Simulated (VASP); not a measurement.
# SnSe: single point with LDA

SnSe:

```
Sn Se
1.0
     0.00000    3.37878    2.38880
     3.37878    0.00000    2.38880
     3.37878    3.37878    0.00000
Sn Se
1 1
Direct
  0.00000 0.00000 0.00000
  0.50000 0.50000 0.50000
```

Measurements of this composition are mostly on another form, of space group No. 62.

```yaml
Program: VASP 6.6.1
Task: single point
Functional: LDA
Potentials_or_basis: VASP PAW LDA potentials, release 64 (Sn_d, Se)
Cutoff: 520 eV
k_mesh: 10 × 10 × 10
Occupations: gaussian, width 0.05 eV
Spin: no spin polarisation
```

| Item | Value |
| --- | --- |
| Pressure | 11.6 GPa |
| Band gap on the k mesh | none (metal or under the smearing width) |

Stress tensor (GPa, compression positive):
```
-4.46  0.00  0.00
 0.00 -4.46  0.00
 0.00  0.00 43.60
```

Levels at points of the mesh, in eV from the Fermi level:
```tsv
k point	band 8	band 9	band 10	band 11	band 12	band 13
(0.00, 0.00, 0.00)	-4.91	-2.41	-2.41	1.92	1.92	4.56
(0.50, 0.00, 0.00)	-3.10	-3.09	-1.19	-0.35	2.12	3.30
(0.50, 0.50, 0.00)	-6.14	-5.17	-5.17	1.71	4.18	4.18
(0.50, 0.00, 0.50)	-6.28	-5.44	-2.51	1.73	3.41	4.23
```

Run time: 44 s on 1 thread of Intel(R) Xeon(R) 6975P-C (Granite Rapids), on a shared host, peak memory 0.22 GiB.
